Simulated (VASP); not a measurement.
# NaScSe2 (P4/mmm) in VASP: notebook, part 2 of 3

VASP 6.6.1. Earlier steps stand in the parts before.

## 4. Single point, PBEsol

This run uses another cell than the first one, of 21.16 Å³/atom, 0.956 times its volume.

INCAR

```
SYSTEM = NaScSe2
PREC = Accurate ; ENCUT = 520
EDIFF = 1E-6 ; ISMEAR = -1
SIGMA = 0.02 ; LREAL = .FALSE.
LASPH = .TRUE. ; NELM = 100
ALGO = Fast ; ISIF = 2
LWAVE = .FALSE. ; LCHARG = .TRUE.
GGA = PS ; LELF = .TRUE.
LVHAR = .TRUE. ; NBANDS = 23
```

KPOINTS

```
regular mesh
0
G
  6 6 4
  0 0 0
```

POSCAR

```
NaScSe2
1.0
    3.9582479979      0.0000000000      0.0000000000
    0.0000000000      3.9582479979      0.0000000000
    0.0000000000      0.0000000000      5.4015798575
Na Se Sc
1 2 1
Direct
    0.0000000000      0.0000000000      0.0000000000
    0.0000000000      0.0000000000      0.5000000000
    0.5000000000      0.5000000000      0.0000000000
    0.5000000000      0.5000000000      0.5000000000
```

Potentials or basis: VASP PAW PBE potentials, release 64 (Na_pv, Se, Sc_sv).

Started as:

```console
> cat potpaw_PBE.64/Na_pv/POTCAR potpaw_PBE.64/Se/POTCAR potpaw_PBE.64/Sc_sv/POTCAR > POTCAR
> mpirun -np 1 vasp_std > vasp.out
```

OUTCAR:

```text
SYSTEM = NaScSe2
   PREC = Accurate
   ENCUT = 520
   EDIFF = 1E-6
   ISMEAR = -1
   LREAL = .FALSE.
   LASPH = .TRUE.
   NELM = 100
   ISIF = 2
   GGA = PS

 ion  position               nearest neighbor table
   1  0.000  0.000  0.000-   2 2.70   2 2.70
   2  0.000  0.000  0.500-   1 2.70   1 2.70   4 2.80   4 2.80   4 2.80   4 2.80
   3  0.500  0.500  0.000-   4 2.70   4 2.70
   4  0.500  0.500  0.500-   3 2.70   3 2.70   2 2.80   2 2.80   2 2.80   2 2.80

  LATTYP: Found a simple tetragonal cell.
 ALAT       =     3.9582479979
 C/A-ratio  =     1.3646390677

  Lattice vectors:

 A1 = (   3.9582479979,   0.0000000000,   0.0000000000)
 A2 = (   0.0000000000,   3.9582479979,   0.0000000000)
 A3 = (   0.0000000000,   0.0000000000,   5.4015798575)

Analysis of symmetry for initial positions (statically):
=====================================================================
 Subroutine PRICEL returns:
 Original cell was already a primitive cell.

 Routine SETGRP: Setting up the symmetry group for a
 simple tetragonal supercell.

 Subroutine GETGRP returns: Found 16 space group operations
 (whereof 16 operations were pure point group operations)
 out of a pool of 16 trial point group operations.

The static configuration has the point symmetry D_4h.

Analysis of symmetry for dynamics (positions and initial velocities):
=====================================================================
 Subroutine PRICEL returns:
 Original cell was already a primitive cell.

 Routine SETGRP: Setting up the symmetry group for a
 simple tetragonal supercell.

 Subroutine GETGRP returns: Found 16 space group operations
 (whereof 16 operations were pure point group operations)
 out of a pool of 16 trial point group operations.

The dynamic configuration has the point symmetry D_4h.

 Subroutine INISYM returns: Found 16 space group operations
 (whereof 16 operations are pure point group operations),
 and found     1 'primitive' translations

----------------------------------------------------------------------------------------

                                     Primitive cell

  volume of cell :      84.6305

  direct lattice vectors                    reciprocal lattice vectors
     3.958247998  0.000000000  0.000000000     0.252637025  0.000000000  0.000000000
     0.000000000  3.958247998  0.000000000     0.000000000  0.252637025  0.000000000
     0.000000000  0.000000000  5.401579857     0.000000000  0.000000000  0.185131022

  length of vectors
     3.958247998  3.958247998  5.401579857     0.252637025  0.252637025  0.185131022

  position of ions in fractional coordinates (direct lattice)
     0.000000000  0.000000000  0.000000000
     0.000000000  0.000000000  0.500000000
     0.500000000  0.500000000  0.000000000
     0.500000000  0.500000000  0.500000000

  ion indices of the primitive-cell ions
   primitive index   ion index
                 1           1
                 2           2
                 3           3
                 4           4

----------------------------------------------------------------------------------------

 KPOINTS: regular mesh

Automatic generation of k-mesh.
 Grid dimensions read from file:
 generate k-points for:    6    6    4

 Generating k-lattice:

  Cartesian coordinates                     Fractional coordinates (reciprocal lattice)
     0.042106171  0.000000000  0.000000000     0.166666667  0.000000000  0.000000000
     0.000000000  0.042106171  0.000000000     0.000000000  0.166666667  0.000000000
     0.000000000  0.000000000  0.046282756     0.000000000  0.000000000  0.250000000

  Length of vectors
     0.042106171  0.042106171  0.046282756

  Shift w.r.t. Gamma in fractional coordinates (k-lattice)
     0.000000000  0.000000000  0.000000000

 Subroutine IBZKPT returns following result:
 ===========================================

 Found     30 irreducible k-points:

 Following reciprocal coordinates:
            Coordinates               Weight
  0.000000  0.000000  0.000000      1.000000
  0.166667  0.000000  0.000000      4.000000
  0.333333  0.000000  0.000000      4.000000
  0.500000  0.000000  0.000000      2.000000
  0.166667  0.166667  0.000000      4.000000
  0.333333  0.166667  0.000000      8.000000
[... 16 lines left out ...]
  0.333333  0.000000  0.500000      4.000000
  0.500000  0.000000  0.500000      2.000000
 [... further k-points ...]
   k-points           NKPTS =     30   k-points in BZ     NKDIM =     30   number of bands    NBANDS=     23
   number of dos      NEDOS =    301   number of ions     NIONS =      4
   total plane-waves  NPLWV =  36000
   dimension x,y,z NGX =    30 NGY =   30 NGZ =   40
   dimension x,y,z NGXF=    60 NGYF=   60 NGZF=   80
   ions per type =               1   2   1
   NGX,Y,Z   is equivalent  to a cutoff of  12.60, 12.60, 12.31 a.u.
   NGXF,Y,Z  is equivalent  to a cutoff of  25.20, 25.20, 24.62 a.u.
 SYSTEM =  NaScSe2
   PREC   = accura    normal or accurate (medium, high low for compatibility)
   ISTART =      0    job   : 0-new  1-cont  2-samecut
   ICHARG =      2    charge: 1-file 2-atom 10-const
   ISPIN  =      1    spin polarized calculation?
   LNONCOLLINEAR =      F non collinear calculations
   LSORBIT =      F    spin-orbit coupling
   LASPH  =      T    aspherical Exc in radial PAW
   ENCUT  =  520.0 eV  38.22 Ry    6.18 a.u.   7.36  7.36 10.04*2*pi/ulx,y,z
   NELM   =    100;   NELMIN=  2; NELMDL= -5     # of ELM steps
   EDIFF  = 0.1E-05   stopping-criterion for ELM
   LREAL  =      F    real-space projection
   EDIFFG = 0.1E-04   stopping-criterion for IOM
   NSW    =      0    number of steps for IOM
   IBRION =     -1    ionic relax: 0-MD 1-quasi-New 2-CG
   NFREE  =      0    steps in history (QN), initial steepest desc. (CG)
   ISIF   =      2    stress and relaxation
   ISYM   =      2    0-nonsym 1-usesym 2-fastsym
   POTIM  = 0.5000    time-step for ionic-motion
   TEBEG  =    0.0;   TEEND  =   0.0 temperature during run
   PSTRESS=    0.0 pullay stress
   NELECT =      30.0000    total number of electrons
   NUPDOWN=      -1.0000    fix difference up-down
   EMIN   =  10.00;   EMAX   =-10.00  energy-range for DOS
   EFERMI =   0.00;   METHOD = LEGACY
   ISMEAR =    -1;   SIGMA  =   0.02  broadening in eV -4-tet -1-fermi 0-gaus
   EFERMI_NEDOS =   21; number of points for ismear=-14 and -15
   IALGO  =     68    algorithm
   IMIX   =      4    mixing-type and parameters
     AMIX     =   0.40;   BMIX     =  1.00
     AMIX_MAG =   1.60;   BMIX_MAG =  1.00
  volume/ion in A,a.u.               =      21.16       142.78
  Fermi-wavevector in a.u.,A,eV,Ry     =   1.158616  2.189467 18.264350  1.342392
  Thomas-Fermi vector in A             =   2.295217
   LORBIT       =      0    0 simple, 1 ext, 2 COOP (PROOUT), +10 PAW based schemes
   GGA     = PS    functional components
   LHFCALC =     F    Hartree Fock is set to
   AEXX    =    0.0000 exact exchange contribution
   IVDW    =     0    specifies the selected vdW correction
   LEPSILON=     F    determine dielectric tensor
   LRPA    =     F    only Hartree local field effects (RPA)
 non-spin polarized calculation
 RMM-DIIS sequential band-by-band and
  energy-cutoff  :      520.00
  volume of cell :       84.63
 maximum number of plane-waves:      2309
 NGX is ok and might be reduce to    30
   NGX = 15   NGY = 15   NGZ = 21

 number of electron      29.9999994 magnetization

 Free energy of the ion-electron system (eV)
  ---------------------------------------------------
  ext. energy  EPLUGINS =         0.00000000
  ---------------------------------------------------
  free energy    TOTEN  =       -21.23158896 eV

  energy without entropy =      -21.23074341  energy(sigma->0) =      -21.23116618

 E-fermi :   3.1675     XC(G=0):  -9.8096

 val. band max:        3.1629005395   @ k =   0.0000   0.0000   0.2500
 cond. band min:       3.1954058335   @ k =   0.0000   0.0000   0.5000
 fundamental gap:      0.0325052940
 Fermi energy:         3.1674516555

 k-point     1 :       0.0000    0.0000    0.0000
  band No.  band energies     occupation
      1     -46.7579      2.00000
      2     -25.4782      2.00000
      3     -25.4782      2.00000
      4     -25.3554      2.00000
      5     -18.9965      2.00000
      6     -18.9450      2.00000
[... 613 lines left out ...]
     22      10.5440      0.00000
     23      11.0548      0.00000

 [... further k-points ...]

------------------------ aborting loop because EDIFF is reached ----------------------------------------

  FORCE on cell =-STRESS in cart. coord.  units (eV):
  Direction    XX          YY          ZZ          XY          YZ          ZX
  --------------------------------------------------------------------------------------
  -------------------------------------------------------------------------------------
  Total        0.0951751      0.0951751      0.1635990      0.0000000     -0.0000000      0.0000000
  in kB        1.8018028      1.8018028      3.0971652      0.0000000     -0.0000000      0.0000000
  external PRESSURE =       2.2335903 kB  Pullay stress =       0.0000000 kB

 VOLUME and BASIS-vectors are now :
 -----------------------------------------------------------------------------
  energy-cutoff  :      520.00
  volume of cell :       84.63
      direct lattice vectors                 reciprocal lattice vectors
     3.958247998  0.000000000  0.000000000     0.252637025  0.000000000  0.000000000
     0.000000000  3.958247998  0.000000000     0.000000000  0.252637025  0.000000000
     0.000000000  0.000000000  5.401579857     0.000000000  0.000000000  0.185131022

 POSITION                                       TOTAL-FORCE (eV/Angst)
 -----------------------------------------------------------------------------------
      0.00000      0.00000      0.00000         0.000000      0.000000      0.000000
      0.00000      0.00000      2.70079         0.000000      0.000000      0.000000
      1.97912      1.97912      0.00000         0.000000      0.000000      0.000000
      1.97912      1.97912      2.70079         0.000000      0.000000      0.000000
 -----------------------------------------------------------------------------------
    total drift:                                0.000000      0.000000      0.000000

  FREE ENERGIE OF THE ION-ELECTRON SYSTEM (eV)
  ---------------------------------------------------
  free  energy   TOTEN  =       -21.2315889585 eV

  energy  without entropy=      -21.2307434058  energy(sigma->0) =      -21.23116618
```

stdout:

```text
POSCAR found type information on POSCAR NaSeSc
 POSCAR found :  3 types and       4 ions
 scaLAPACK will be used
 -----------------------------------------------------------------------------
|                                                                             |
|                                                                             |
|     You enforced a specific xc type in the INCAR file but a different       |
|     I HOPE YOU KNOW WHAT YOU ARE DOING!                                     |
|                                                                             |
 -----------------------------------------------------------------------------

 LDA part: xc-table for (Slater+PW92), standard interpolation
 POSCAR, INCAR and KPOINTS ok, starting setup
 FFT: planning ... GRIDC
 FFT: planning ... GRID_SOFT
 FFT: planning ... GRID
 WAVECAR not read
 entering main loop
```

Run time: 32 s. Hardware: 1 thread of Intel Xeon 6975P-C (Granite Rapids), shared host; peak memory 0.21 GiB.

Results:

```
Free energy            : -21.2316 eV
Pressure               : 0.2 GPa
Band gap on the k mesh : none (metal or under the smearing width)
```

Stress tensor (GPa, compression positive):
```
0.18 0.00 0.00
0.00 0.18 0.00
0.00 0.00 0.31
```

Caveat: the PAW data sets were made with another functional, which shifts forces and pressure a little.

[end of part 2 of 3]
